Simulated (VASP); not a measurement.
Data:

```
CELL_PARAMETERS angstrom
      4.52940     0.00000     0.00000
      0.00000     4.52940     0.00000
      0.00000     0.00000     6.31367
ATOMIC_POSITIONS crystal
  Tl 0.00000 0.00000 0.00000
  Bi 0.50000 0.50000 0.50000
  Te 0.00000 0.00000 0.50000
  Te 0.50000 0.50000 0.00000
```

Computed with PBEsol GGA, VASP's PBE PAW potentials (set 64) (plane waves; VASP 6.6.1). Numerical set-up: 400 eV cut-off, Gaussian smearing of 0.050 eV, potentials Tl_d Bi_d Te.

Q: Give the energies of bands 14 to 23 at the high-symmetry points, in eV from the Fermi level.

A: 
```
band      Γ      X      M      Z      R      A
----  -----  -----  -----  -----  -----  -----
14    -5.01  -6.00  -5.17  -5.05  -6.83  -5.81
15    -3.95  -3.90  -5.17  -3.15  -1.55  -4.83
16    -3.45  -3.12  -4.80  -3.15  -1.46  -4.83
17    -3.45  -1.68  -3.67  -1.81  -0.81  -3.44
18    -1.68  -1.50  -2.80  -1.81  -0.76  -3.44
19    -1.34  -1.30  -2.80  -1.56  -0.64  -0.76
20    -1.34  -0.83  -2.78  -1.50  -0.56   0.17
21     2.87   0.49   3.09   1.87  -0.47   0.20
22     3.07   1.45   3.09   3.07  -0.26   3.09
23     3.07   2.60   4.57   3.07   1.19   4.46
```

It has no gap at this level: it comes out as a metal or semimetal.

The structure comes from a computed database's TlBiTe2 entry (P4/mmm); how it stands against other phases isn't given here. It was relaxed first, which changed the volume by -5 %.
